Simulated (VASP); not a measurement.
These are PBE GGA, VASP's PBE PAW potentials (set 64) (plane waves; VASP) values and carry that method's errors.

VASP input:

**INCAR**
```
SYSTEM  =  Mg
PREC  =  Accurate; ENCUT  =  400; LREAL  =  .FALSE.
LASPH  =  .TRUE.
EDIFF  =  1E-3; NELM  =  100; ALGO  =  Normal
ISMEAR  =  1; SIGMA  =  0.1
GGA  =  PE
ISIF  =  2
LWAVE  =  .FALSE.; LCHARG  =  .FALSE.
```

**POSCAR**
```
Mg
1
    1.5906570000    -2.8205470000     0.0000000000
    1.5906570000     2.8205470000     0.0000000000
    0.0000000000     0.0000000000     5.1992980000
Mg
2
Direct
  0.3333330000   0.6666670000   0.2500000000
  0.6813880000   0.3480540000   0.7500000000
```

KPOINTS:
```
kpoints
0
G
  12 12 7
```

POTCAR, in this order: Mg (PBE.64 set). Program: vasp_std.

Question: What will the output report for the number of irreducible k-points (NKPTS), number of bands (NBANDS), largest plane-wave count, number of space-group operations, FFT grid (NGX, NGY, NGZ)?

Answer: 
```
Property                                       Value
--------------------------------------  ------------
number of irreducible k-points (NKPTS)           296
number of bands (NBANDS)                           6
largest plane-wave count                         861
number of space-group operations                   4
FFT grid (NGX, NGY, NGZ)                24 × 24 × 36
```

The compound is Mg in the hcp structure. The cell was not relaxed at this level, atoms are displaced from their ideal sites. The run is one of a series of settings (EDIFF = 1E-3 against the base run), some of them coarse on purpose.
